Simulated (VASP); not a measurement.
Calculation: r2SCAN meta-GGA, VASP's PBE PAW potentials (set 64) (plane waves; VASP).

Input for VASP

**POSCAR**
```
TlIO3
1
    3.1469663230     1.8169015121     2.6628131313
   -3.1469663230     1.8169015121     2.6628131313
   -0.0000000000    -3.6338040251     2.6628131328
Tl I O
1 1 3
Direct
  0.0083690237   0.0083690237   0.0083690237
  0.5021140965   0.5021140965   0.5021140965
  0.9036999321   0.4617434738   0.4617434738
  0.4617434738   0.9036999321   0.4617434738
  0.4617434738   0.4617434738   0.9036999321
```

### INCAR
```
ALGO=Normal
EDIFF=1E-6
EDIFFG=-0.02
ENCUT=520
IBRION=2
ISIF=3
ISMEAR=0
LASPH=.TRUE.
LCHARG=.FALSE.
LMAXMIX=4
LMIXTAU=.TRUE.
LREAL=.FALSE.
LWAVE=.FALSE.
METAGGA=R2SCAN
NELM=100
NSW=60
PREC=Accurate
SIGMA=0.05
SYSTEM=TlIO3
```

KPOINTS:
```
kpoints
0
G
 5 5 5
0 0 0
```

POTCAR, in this order: Tl_d I O (PBE.64 set). Program: vasp_std.

Q: What will the output report for the number of irreducible k-points (NKPTS), number of bands (NBANDS), largest plane-wave count, number of space-group operations, FFT grid (NGX, NGY, NGZ)?

A: 
```json
{
 "number of irreducible k-points (NKPTS)": "19",
 "number of bands (NBANDS)": "23",
 "largest_plane_wave_count": "2485",
 "number_of_space_group_operations": "6",
 "FFT grid (NGX, NGY, NGZ)": "36 × 36 × 36"
}
```

The structure comes from a computed database's TlIO3 entry (R3m); how it stands against other phases isn't given here. It was relaxed first. The start is the result of an earlier pass.
